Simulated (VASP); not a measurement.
HfMg6Ti:

```
CELL_PARAMETERS angstrom
4.97155 0.00000 0.00000
0.00000 3.13281 5.60134
0.00000 -3.13281 5.60134
ATOMIC_POSITIONS crystal
Hf 0.50000 0.68000 0.68000
Ti 0.00000 0.81854 0.81854
Mg 0.50000 0.16688 0.16688
Mg 0.50000 0.16205 0.67936
Mg 0.50000 0.67936 0.16205
Mg 0.00000 0.33207 0.33207
Mg 0.00000 0.33719 0.82391
Mg 0.00000 0.82391 0.33719
```

The cell comes from a database or a generator and needn't be the stable form of this composition.

```yaml
Program: VASP 6.6.1
Task: single point
Functional: PBE
Potentials_or_basis: VASP PAW PBE potentials, release 64 (Hf_pv, Ti_sv, Mg)
Cutoff: 520 eV
k_mesh: 6 × 5 × 5
Occupations: fermi-dirac, width 0.05 eV
Spin: no spin polarisation
```

On this cell: pressure -0.4 GPa; largest force 0.353 eV/Å; band gap on the k mesh none (metal or under the smearing width).

The same run follows on a disturbed copy (atoms moved at random, drawn with an rms of 0.05 Å):

```
Hf Ti Mg
1.0
     4.97155    0.00000    0.00000
     0.00000    3.13281    5.60134
     0.00000   -3.13281    5.60134
Hf Ti Mg
1 1 6
Direct
  0.49163 0.67439 0.69001
  0.00740 0.81745 0.81609
  0.50364 0.16650 0.16621
  0.49227 0.16173 0.68020
  0.50258 0.67609 0.15398
  0.99922 0.33424 0.32115
  0.00062 0.34110 0.81770
  0.99997 0.82224 0.33053
```

Q: What changes?

A: The energy (extrapolated to zero smearing) moves by +3.1 meV/atom; pressure -0.2 GPa; largest force 0.544 eV/Å; band gap on the k mesh none (metal or under the smearing width).

Forces on the atoms (eV/Å):
```
Hf   0.326  0.412  0.139
Ti  -0.288  0.096 -0.340
Mg  -0.079 -0.172 -0.020
Mg   0.166  0.023 -0.047
Mg  -0.016 -0.120  0.300
Mg   0.035 -0.093  0.000
Mg  -0.132 -0.099 -0.097
Mg  -0.012 -0.047  0.064
```

Stress tensor (GPa, compression positive):
```
-0.16  0.00  0.09
 0.00 -0.08  0.11
 0.09  0.11 -0.50
```
